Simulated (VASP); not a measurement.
OSZICAR of a VASP run on Al2Pd (space group Fm-3m):

### OSZICAR
```
       N       E                     dE             d eps       ncg     rms          rms(c)
DAV:   1     0.273838767667E+02    0.27384E+02   -0.46946E+03   528   0.695E+02
DAV:   2    -0.156165327182E+02   -0.43000E+02   -0.39152E+02   556   0.151E+02
DAV:   3    -0.165162434606E+02   -0.89971E+00   -0.89408E+00   604   0.222E+01
DAV:   4    -0.165233895849E+02   -0.71461E-02   -0.71443E-02   572   0.222E+00
DAV:   5    -0.165235186043E+02   -0.12902E-03   -0.12902E-03   604   0.305E-01    0.767E+00
DAV:   6    -0.161415330800E+02    0.38199E+00   -0.30916E+00   544   0.207E+01    0.231E+00
DAV:   7    -0.160110579677E+02    0.13048E+00   -0.46125E-01   536   0.849E+00    0.171E+00
DAV:   8    -0.159734336364E+02    0.37624E-01   -0.45781E-02   524   0.194E+00    0.281E-01
DAV:   9    -0.159726265832E+02    0.80705E-03   -0.36435E-03   556   0.691E-01    0.163E-01
DAV:  10    -0.159726749389E+02   -0.48356E-04   -0.21162E-04   528   0.147E-01    0.276E-02
DAV:  11    -0.159726723653E+02    0.25736E-05   -0.16532E-05   560   0.466E-02    0.109E-02
DAV:  12    -0.159726713043E+02    0.10610E-05   -0.12195E-06   332   0.118E-02    0.163E-03
DAV:  13    -0.159726713627E+02   -0.58356E-07   -0.12845E-07   260   0.294E-03
   1 F= -.15972671E+02 E0= -.15960601E+02  d E =-.241409E-01
```

Q: Which electronic solver shows in the log?

A: It is blocked Davidson (ALGO = Normal, or the opening steps of other solvers). The INCAR had ALGO = Normal.

Q: Can the final energy be trusted as converged?

A: The calculation finished and met its thresholds. It stopped with EDIFF = 1E-6, NELM = 100 (PBEsol GGA, plane waves, VASP's PBE PAW potentials (set 64)).

The structure comes from a computed database's Al2Pd entry; how it stands against other phases isn't given here. The cell was not relaxed at this level.
